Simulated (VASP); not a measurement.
VASP ran on this input.

KPOINTS:
```
Automatic mesh
0
Gamma
10 10 7
0 0 0
```

INCAR:
```
! general
SYSTEM    =  NiSb
PREC      =  Accurate
ENCUT     =  520
LREAL     =  .False.
LASPH     =  .True.

! electronic loop
EDIFF     =  1E-7   ! SCF stop (eV)
NELM      =  100   ! most electronic steps
ALGO      =  Normal   ! blocked Davidson
LMAXMIX   =  4   ! l cut-off of mixed one-centre charges

! smearing
ISMEAR    =  -5   ! tetrahedra, Bloechl

! functional
GGA       =  ML
LUSE_VDW  =  .True.
AGGAC     =  0.0
ZAB_VDW   =  -1.8867

! ions
ISIF      =  2   ! forces and stress, cell fixed

! output
LWAVE     =  .False.
LCHARG    =  .True.
LORBIT    =  11   ! lm-projected
NEDOS     =  601

! other
LEFG      =  .True.
```

**POSCAR**
```
NiSb
1
    2.0547320671    -3.5589005212     0.0000000000
    2.0547320671     3.5589005212     0.0000000000
    0.0000000000     0.0000000000     5.4105541749
Ni Sb
2 2
Direct
  0.0000000000   0.0000000000   0.5000000000
  0.0000000000   0.0000000000   0.0000000000
  0.3333330000   0.6666670000   0.2500000000
  0.6666670000   0.3333330000   0.7500000000
```

POTCAR, in this order: Ni Sb (PBE.64 set). Program: vasp_std.

Task: Write an equivalent input for Quantum ESPRESSO's pw.x.

Result: One equivalent input (not run):
```
&CONTROL
  calculation = 'scf'
  pseudo_dir = './pseudo'
  outdir = './out'
  tprnfor = .true.
  tstress = .true.
/
&SYSTEM
  ibrav = 0
  nat = 4
  ntyp = 2
  ecutwfc = 98
  occupations = 'tetrahedra'
  input_dft = 'vdw-df2'
/
&ELECTRONS
  conv_thr = 7.3e-09
  electron_maxstep = 100
/
ATOMIC_SPECIES
  Ni 58.693 Ni.upf
  Sb 121.760 Sb.upf
CELL_PARAMETERS angstrom
     2.0547321   -3.5589005    0.0000000
     2.0547321    3.5589005    0.0000000
     0.0000000    0.0000000    5.4105542
ATOMIC_POSITIONS crystal
  Ni   0.0000000  0.0000000  0.5000000
  Ni   0.0000000  0.0000000  0.0000000
  Sb   0.3333330  0.6666670  0.2500000
  Sb   0.6666670  0.3333330  0.7500000
K_POINTS automatic
  10 10 7 0 0 0
```
What does not carry over: the potentials are each code's own (VASP's PAW set, PseudoDojo norm-conserving files in pw.x), so ENCUT and ecutwfc are chosen apart and not converted; conv_thr bounds pw.x's estimated SCF error, while EDIFF bounds the energy change between steps; the field gradients of LEFG aren't asked of the other code.

The compound is NiSb in the NiAs type structure. It was relaxed first, which changed the volume by +15 %.
